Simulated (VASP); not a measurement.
Here is the system:

```xyz
4
Lattice="4.1604 2.0787 2.0787 2.0787 4.1604 2.0787 2.0787 2.0787 4.1604" Properties=species:S:1:pos:R:3 pbc="T T T"
Ni     0.0000     0.0000     0.0000
Ni     4.1589     4.1589     4.1589
O      2.0794     2.0794     2.0794
O      6.2383     6.2383     6.2383
```
Starting moments (μB, in the order of the record's atoms Ni Ni O O): 1.3 -1.3 0.0 0.0.

Method: PBE GGA with D4 dispersion, VASP's PBE PAW potentials (set 64) (plane waves; VASP). Numerical set-up: 520 eV cut-off, Gaussian smearing of 0.050 eV, potentials Ni O.

Task: What does the run give for the cell moment, band gap (along the path) with the smallest direct gap where there is one?

Result: 
```json
{
 "band gap (along the path)": "1.21 eV",
 "smallest direct gap (along the path)": "1.38 eV",
 "cell_moment": "0.00 μB"
}
```

The compound is NiO in the rock salt, AFM-II order structure. It was relaxed first.
